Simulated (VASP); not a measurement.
ScIn3N2: relaxation of cell and atoms with PBE

ScIn3N2:

```
Sc In N
1.0
     6.11687    0.00000    0.00000
    -3.05843    5.29736    0.00000
     0.00000    0.00000    3.53034
Sc In N
1 3 2
Direct
  0.00000 0.00000 0.50000
  0.50000 0.50000 0.00000
  0.50000 0.00000 0.00000
  0.00000 0.50000 0.00000
  0.33333 0.66667 0.50000
  0.66667 0.33333 0.50000
```

The cell was built by a generator and needn't be a form met in nature.

| Quantity | Value |
| --- | --- |
| Program | VASP 6.6.1 |
| Task | relaxation of cell and atoms |
| Functional | PBE |
| Potentials or basis | VASP PAW PBE potentials, release 64 (Sc_sv, In_d, N) |
| Cutoff | 520 eV |
| k mesh | 3 × 3 × 4 |
| Occupations | gaussian, width 0.15 eV |
| Spin | no spin polarisation |
| Further INCAR settings | PREC = Normal; ALGO = Fast; EDIFF = 0.0001; IBRION = 2; EDIFFG = -0.08; NSW = 24; ISIF = 3 |

```
Relaxed volume                         : 17.77 Å³/atom
Relaxed cell                           : a = 6.078 Å, b = 6.078 Å, c = 3.333 Å, α = 90.00°, β = 90.00°, γ = 120.00°
Space group after relaxing (to 0.05 Å) : P6/mmm (No. 191)
Energy gained by relaxing              : 33.3 meV/atom
Ionic steps                            : 7
Pressure after relaxing                : 0.0 GPa
Band gap on the k mesh                 : none (metal or under the smearing width)
```

Stress tensor (GPa, compression positive):
```
-0.11  0.00  0.00
 0.00 -0.11  0.00
 0.00  0.00  0.13
```

Step by step:
```csv
step,energy change (eV),largest force (eV/Å),pressure (GPa),volume (Å³)
1,0.0000,0.0000,-6.28,114.39
2,-0.1440,0.0000,3.73,102.46
3,-0.1802,0.0000,0.73,106.06
4,-0.1788,0.0000,-0.24,106.46
5,-0.1795,0.0000,-0.11,106.22
6,-0.1909,0.0000,0.02,106.36
7,-0.1998,0.0000,-0.03,106.63
```

Final structure:
```
Sc In N
1.0
     6.07825    0.00000    0.00000
    -3.03912    5.26392    0.00000
     0.00000    0.00000    3.33254
Sc In N
1 3 2
Cartesian
  0.0000 0.0000 1.6663
  1.5196 2.6320 0.0000
  3.0391 0.0000 0.0000
  -1.5196 2.6320 0.0000
  0.0000 3.5093 1.6663
  3.0391 1.7546 1.6663
```

Levels at points of the mesh, in eV from the Fermi level:
```tsv
k point	band 26	band 27	band 28	band 29	band 30	band 31	band 32	band 33	band 34	band 35
(0.00, 0.00, 0.00)	-4.33	-3.01	-1.28	-0.21	0.24	0.24	1.12	1.12	1.71	1.83
(0.00, 0.00, 0.50)	-1.84	-1.84	-1.79	-1.79	-1.35	-1.35	-0.54	0.48	1.34	1.34
```

Run time: 2.5 min on 1 thread of Intel(R) Xeon(R) Platinum 8488C (Sapphire Rapids), on a shared host, peak memory 0.19 GiB.

Caveat: the k mesh is coarse (spacing up to 0.44 Å⁻¹), so the values aren't converged; the relaxation stopped at a loose force limit of 0.08 eV/Å, so its end isn't a converged minimum.
